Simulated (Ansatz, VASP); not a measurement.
# Cross-check of Be (Beryllium) between VASP and Ansatz, part 2 of 2

One calculation is typed for both programs; each brings its own data sets. How far apart do they land? The cell is taken from a series of runs on this material, whose earlier steps may have relaxed, scaled, displaced or heated it; both programs get it as it stands.

VASP 6.6.1 and Ansatz 0.2.0.

So far: Starting point; Ansatz: zone-centre phonons, LDA, pair 1; VASP: zone-centre phonons, LDA, pair 1; Comparison; VASP: zone-centre phonons, LDA, pair 2.

## 6. Ansatz: zone-centre phonons, LDA, pair 2

Level of this step: Ansatz beside VASP: Kohn-Sham DFT, plane waves, LDA (Ansatz).

The same cell, functional (in two slightly different forms), mesh and smearing now go to Ansatz, which takes its cutoff from its data sets.

The cell is taken from a series of runs on this material, whose earlier steps may have relaxed, scaled, displaced or heated it; both programs get it as it stands.

input.yaml

```yaml
crystal:
  lattice:
    - [2.1609901913, 0.0, 0.0]
    - [-1.0804950957, 1.871472403, 0.0]
    - [0.0, 0.0, 3.5177718857]
  atoms:
    - { symbol: Be, position: [0.3333333333, 0.6666666667, 0.25] }
    - { symbol: Be, position: [0.6666666667, 0.3333333333, 0.75] }
kpoints:
  mp_grid: { grid: [24, 24, 12] }
hamiltonian:
  xc: lda
  pseudopotentials: { kind: paw, azcp: { folder: soft_1 }, xc_functional: pbe }
scf:
  occupations: { method: methfessel_paxton, width: 0.2 }
output:
  eigenvalues: true
phonons:
  method: dfpt
```

Run with:

```console
$ ansatz run input.yaml --threads 4 --pin off --max-ram 10240MiB --backend cpu --events-out ev --progress --plain --runs-dir out
```

Numbers of over 12 decimals in the logs are rounded to 6 here.

Output:

```text
[...]
Crystal: 2 atoms, lattice volume = 14.227 Å³
Basis set: ecut = 420 eV, 287 PW (Γ), exchange–correlation on 30×30×48 points (8 copies of the dense FFT grid, shifted against one another)
Bands: 6, of which v1, the nominal top of the filled ones, is band 2 counted from 1 (1 counted from 0)
Symmetry: 24 space group operations
k-points: 1099 of 6912 (irreducible under 4 space group operations, time reversal used)
[...]
--- Band table (eV; the first three rows and the last of 1099) ---
[...]
ASR residual: 3.241e-5 → 0.000e0 eV/Å²; symmetrization residual: 2.064e-11 eV/Å²
  ASR residual per site (eV/Å²): 3.24e-5 3.24e-5
  Γ frequencies (cm⁻¹): 0.00 0.00 0.00 485.27 485.27 734.62
[...]
[key lines of the parts left out:]
SCF converged after 6 iterations
Free energy (F): -176.434656 eV
Fermi energy:    9.012925 eV
```

## 7. Side by side

The two programs side by side:

| quantity | Ansatz | VASP | difference |
| --- | --- | --- | --- |
| optical mode 1 to 2 (cm⁻¹) | 485.3 | 485.2 | +0.01 % |
| optical mode 3 (cm⁻¹) | 734.6 | 738.3 | -0.50 % |

Modes are paired by rising frequency, not by their patterns, so a pair may set unlike modes beside each other; they are those without the splitting of longitudinal modes.

## 8. Ansatz: zone-centre phonons, LDA, pair 3

Second derivatives magnify differences that forces hide, and they need a tight electronic threshold. The cell compared in this pair holds 14.51 Å³, against 14.23 Å³ for the pair before.

The cell is taken from a series of runs on this material, whose earlier steps may have relaxed, scaled, displaced or heated it; both programs get it as it stands.

input.yaml, as its differences from that of step 6:

```diff
@@ -2,5 +2,5 @@
   lattice:
-    - [2.1609901913, 0.0, 0.0]
-    - [-1.0804950957, 1.871472403, 0.0]
-    - [0.0, 0.0, 3.5177718857]
+    - [2.1832684407, 0.0, 0.0]
+    - [-1.0916342204, 1.8907659329, 0.0]
+    - [0.0, 0.0, 3.5156843743]
   atoms:
```

Output:

```text
[...]
Crystal: 2 atoms, lattice volume = 14.513 Å³
Basis set: ecut = 420 eV, 287 PW (Γ), exchange–correlation on 30×30×48 points (8 copies of the dense FFT grid, shifted against one another)
Bands: 6, of which v1, the nominal top of the filled ones, is band 2 counted from 1 (1 counted from 0)
Symmetry: 24 space group operations
k-points: 1099 of 6912 (irreducible under 4 space group operations, time reversal used)
[...]
Free energy (F): -176.453358 eV
[...]
Internal energy: -176.452852 eV  (E = F + TS)
E sigma→0 (E₀):  -176.453231 eV
Entropy (-TS):   -0.000506 eV (-0.253 meV/atom)
Fermi energy:    8.780473 eV
[...]
--- Band table (eV; the first three rows and the last of 1099) ---
[...]
ASR residual: 2.974e-5 → 0.000e0 eV/Å²; symmetrization residual: 1.884e-11 eV/Å²
  ASR residual per site (eV/Å²): 2.97e-5 2.97e-5
  Γ frequencies (cm⁻¹): 0.00 0.00 0.00 482.43 482.43 727.84
[...]
[key lines of the parts left out:]
SCF converged after 6 iterations
```

## 9. VASP: zone-centre phonons, LDA, pair 3

The same cell, functional (in two slightly different forms), mesh and smearing now go to VASP, with its own data sets.

INCAR

```
SYSTEM = Be
PREC = Accurate
ENCUT = 600
EDIFF = 1E-08
NELM = 120
ISMEAR = 1
SIGMA = 0.2
LREAL = .FALSE.
ALGO = Normal
GGA = CA
NBANDS = 8
LORBIT = 11
LWAVE = .FALSE.
LCHARG = .FALSE.
ISIF = 2
IBRION = 8
LASPH = .TRUE.
GGA_COMPAT = .FALSE.
KPAR = 2
```

POSCAR

```
Be
1.0
    2.1832684407      0.0000000000      0.0000000000
   -1.0916342204      1.8907659329      0.0000000000
    0.0000000000      0.0000000000      3.5156843743
Be
2
Direct
    0.3333333333      0.6666666667      0.2500000000
    0.6666666667      0.3333333333      0.7500000000
```

KPOINTS

```
Automatic mesh
0
Gamma
24 24 12
0 0 0
```

Potentials, in the order of the species: Be (LDA family, release 64).

Run with:

```console
$ mpirun -np 2 vasp_std
```

Output:

```text
[... set-up lines as in an earlier step ...]
 entering main loop
       N       E                     dE             d eps       ncg     rms          rms(c)
DAV:   1    -0.439367976805E+01   -0.43937E+01   -0.20230E+03  6960   0.467E+02
DAV:   2    -0.845285807271E+01   -0.40592E+01   -0.39770E+01 10912   0.464E+01
DAV:   3    -0.846565847543E+01   -0.12800E-01   -0.12773E-01  7072   0.259E+00
DAV:   4    -0.846566200049E+01   -0.35251E-05   -0.35242E-05  9776   0.461E-02
[...]
DAV:   8    -0.840141132489E+01    0.10711E-04   -0.75302E-06  7264   0.270E-02    0.566E-03
DAV:   9    -0.840141014358E+01    0.11813E-05   -0.61417E-07  9136   0.682E-03    0.539E-04
DAV:  10    -0.840141013419E+01    0.93862E-08   -0.17672E-09  6480   0.400E-04
   1 F= -.84014101E+01 E0= -.84012419E+01  d E =-.504590E-03
 Linear response reoptimize wavefunctions to high precision
DAV:   1    -0.840141013336E+01    0.82888E-09   -0.28423E-10  7480   0.143E-04
DAV:   2    -0.840141013336E+01   -0.71054E-13   -0.65864E-13  3472   0.649E-06
 Linear response DOF=           2
 Linear response progress:
[...]
RMM:   6    -0.752783307370E-02   -0.25535E-08    0.48529E-10 51797   0.817E-05    0.867E-06
 first order change of Fermi-energy   0.17435E-05
 force on displaced ion       1 direction 1 :  -3.859   0.000   0.000
 Linear response progress:
  Degree of freedom:   2/  2
       N       E                     dE             d eps       ncg     rms          rms(c)
RMM:   1    -0.212642263439E-01   -0.21264E-01    0.10640E-02 24347   0.712E-01
RMM:   2    -0.173784568501E-01    0.38858E-02   -0.29443E-03 16101   0.814E-02    0.120E-01
RMM:   3    -0.162337994619E-01    0.11447E-02    0.60490E-04 15955   0.101E-01    0.442E-02
RMM:   4    -0.164350528592E-01   -0.20125E-03    0.18037E-04 16245   0.566E-02    0.422E-03
RMM:   5    -0.164702168964E-01   -0.35164E-04   -0.23748E-05 16962   0.346E-03    0.731E-04
RMM:   6    -0.164691270180E-01    0.10899E-05   -0.35904E-06 16709   0.548E-04    0.796E-05
RMM:   7    -0.164686793614E-01    0.44766E-06   -0.51724E-07 17292   0.297E-05    0.135E-05
RMM:   8    -0.164686353478E-01    0.44014E-07   -0.17879E-08 17351   0.728E-06    0.850E-07
RMM:   9    -0.164686325367E-01    0.28111E-08   -0.10481E-08 12354   0.533E-07    0.218E-07
 first order change of Fermi-energy   0.44548E-05
 force on displaced ion       1 direction 3 :   0.000  -0.000  -8.868
 Linear response finished
```

From OUTCAR (step 9):

```text
  Total        0.7706528      0.7706528      0.0510575     -0.0000000      0.0000000      0.0000000
  in kB       85.0774656     85.0774656      5.6365744     -0.0000000      0.0000000      0.0000000
  external PRESSURE =      58.5971686 kB  Pullay stress =       0.0000000 kB

 POSITION                                       TOTAL-FORCE (eV/Angst)
 -----------------------------------------------------------------------------------
     -0.00000      1.26051      0.87892        -0.000000      0.000000      0.000000
      1.09163      0.63026      2.63676         0.000000     -0.000000      0.000000
 -----------------------------------------------------------------------------------
    total drift:                                0.000000     -0.000000      0.000000

[... 1 part as in an earlier step ...]

[... 1 further part left out ...]
```

## 10. Comparison

Both answers:

| quantity | Ansatz | VASP | difference |
| --- | --- | --- | --- |
| optical mode 1 to 2 (cm⁻¹) | 482.4 | 482.6 | -0.03 % |
| optical mode 3 (cm⁻¹) | 727.8 | 731.5 | -0.50 % |

Modes are paired by rising frequency, not by their patterns, so a pair may set unlike modes beside each other; they are those without the splitting of longitudinal modes.

## 11. Summary of results

```
r.m.s. difference of the optical zone-centre modes, each program's sorted by frequency (zone-centre phonons, LDA, pair 1) : 2.2 cm⁻¹
difference in optical mode 3 (zone-centre phonons, LDA, pair 1)                                                           : -0.5 %
r.m.s. difference of the optical zone-centre modes, each program's sorted by frequency (zone-centre phonons, LDA, pair 2) : 2.1 cm⁻¹
r.m.s. difference of the optical zone-centre modes, each program's sorted by frequency (zone-centre phonons, LDA, pair 3) : 2.1 cm⁻¹
difference in optical mode 3 (zone-centre phonons, LDA, pair 3)                                                           : -0.5 %
```

The r.m.s. difference of the optical zone-centre modes, each program's sorted by frequency is 2.2 cm⁻¹ (zone-centre phonons, LDA, pair 1). Among the rows given in per cent, the largest difference of the zone-centre phonons, LDA, pair 1 pair is in optical mode 3, -0.5 %. Among the rows given in per cent, the largest difference of the zone-centre phonons, LDA, pair 3 pair is in optical mode 3, -0.5 %. 3 further runs of this series are not shown here. Such differences can come from data sets, numerical settings and the points named under the comparisons, not from the functional's error against experiment.

[Lines on the potential files, build, host, timing and source positions are cut from VASP's logs without a mark.]

[Logs are printed without paths, hosts, clocks, repeated set-up lines and the standing remarks that a program may print on its own settings, such as how far it seeks lower states.]

[Hosts, paths, dates, database ids (printed as entryN), source tags and the programs' standing remarks are cut or masked in the printed files.]
